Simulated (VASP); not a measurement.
Input for VASP

KPOINTS:
```
Automatic
0
G
4 4 8
```

**INCAR**
```
! general
SYSTEM  = Ga4AsSb3
PREC    = Accurate
ENCUT   = 400   ! plane-wave cut-off (eV)
LREAL   = .FALSE.   ! projection in real space or not
LASPH   = .TRUE.   ! aspherical one-centre terms

! electronic loop
EDIFF   = 1E-6   ! SCF stop (eV)
NELM    = 100   ! most electronic steps
ALGO    = Normal
LMAXMIX = 4   ! l cut-off of mixed one-centre charges

! smearing
ISMEAR  = 1
SIGMA   = 0.1

! functional
GGA     = PS

! ions
IBRION  = 2
NSW     = 60   ! most ionic steps
ISIF    = 3   ! ions, shape and volume
EDIFFG  = -0.02   ! ionic stop

! output
LWAVE   = .FALSE.
LCHARG  = .FALSE.
```

### POSCAR
```
Ga4AsSb3
1
    0.0092603877     6.0138215909     5.9760294075
    6.0138215909     0.0092603877     5.9760294075
    3.0115409893     3.0115409893     0.0000000000
Ga Sb As
4 3 1
Direct
  0.9996124462   0.9996124462   0.0007751076
  0.9852040174   0.5056342007   0.0091617819
  0.5056342007   0.9852040174   0.0091617819
  0.5093922865   0.5093922865   0.9812154270
  0.1251789311   0.1251789311   0.2496421379
  0.1249845931   0.6246784923   0.2503369146
  0.6246784923   0.1249845931   0.2503369146
  0.6253150327   0.6253150327   0.2493699345
```

POTCAR, in this order: Ga_d Sb As (PBE.64 set). Program: vasp_std.

Question: Translate this PBEsol calculation to Quantum ESPRESSO's pw.x.

Answer: One equivalent input (not run):
```
&CONTROL
  calculation = 'vc-relax'
  pseudo_dir = './pseudo'
  outdir = './out'
  tprnfor = .true.
  tstress = .true.
  nstep = 60
  forc_conv_thr = 0.00078
/
&SYSTEM
  ibrav = 0
  nat = 8
  ntyp = 3
  ecutwfc = 84
  occupations = 'smearing'
  smearing = 'methfessel-paxton'
  degauss = 0.00735
  input_dft = 'pbesol'
/
&ELECTRONS
  conv_thr = 7.3e-08
  electron_maxstep = 100
/
&IONS
/
&CELL
/
ATOMIC_SPECIES
  Ga 69.723 Ga.upf
  Sb 121.760 Sb.upf
  As 74.922 As.upf
CELL_PARAMETERS angstrom
     0.0092604    6.0138216    5.9760294
     6.0138216    0.0092604    5.9760294
     3.0115410    3.0115410    0.0000000
ATOMIC_POSITIONS crystal
  Ga   0.9996124  0.9996124  0.0007751
  Ga   0.9852040  0.5056342  0.0091618
  Ga   0.5056342  0.9852040  0.0091618
  Ga   0.5093923  0.5093923  0.9812154
  Sb   0.1251789  0.1251789  0.2496421
  Sb   0.1249846  0.6246785  0.2503369
  Sb   0.6246785  0.1249846  0.2503369
  As   0.6253150  0.6253150  0.2493699
K_POINTS automatic
  4 4 8 0 0 0
```
What does not carry over: the potentials are each code's own (VASP's PAW set, PseudoDojo norm-conserving files in pw.x), so ENCUT and ecutwfc are chosen apart and not converted; conv_thr bounds pw.x's estimated SCF error, while EDIFF bounds the energy change between steps; forc_conv_thr acts on force components and is met together with etot_conv_thr.

The structure was generated: Ga4AsSb3 was put into an ordered model structure (Amm2), which need not be its known phase. This run relaxes it. Symmetry was kept, so distortions that lower it aren't found. The start is the result of an earlier pass.
